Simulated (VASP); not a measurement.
Data:

```xyz
2
Lattice="0.0000 1.7660 1.7660 1.7660 0.0000 1.7660 1.7660 1.7660 0.0000" Properties=species:S:1:pos:R:3 pbc="T T T"
B      0.0000     0.0000     0.0000
N      0.8830     0.8830     0.8830
```

Method: AM05 GGA, VASP's PBE PAW potentials (set 64) (plane waves; VASP). Run with 520 eV cut-off, 12×12×12 Γ-centred mesh, Gaussian smearing of 0.050 eV, potentials B N.

Question: Give the stress tensor in GPa (positive for a compressed cell).

Answer: 
```
26.80   0.00   0.00
 0.00  26.80   0.00
 0.00   0.00  26.80
```
The pressure is its mean diagonal, 26.80 GPa.

The compound is BN in the zinc blende structure. This cell is one point of a volume scan, at 0.94 of the reference volume.
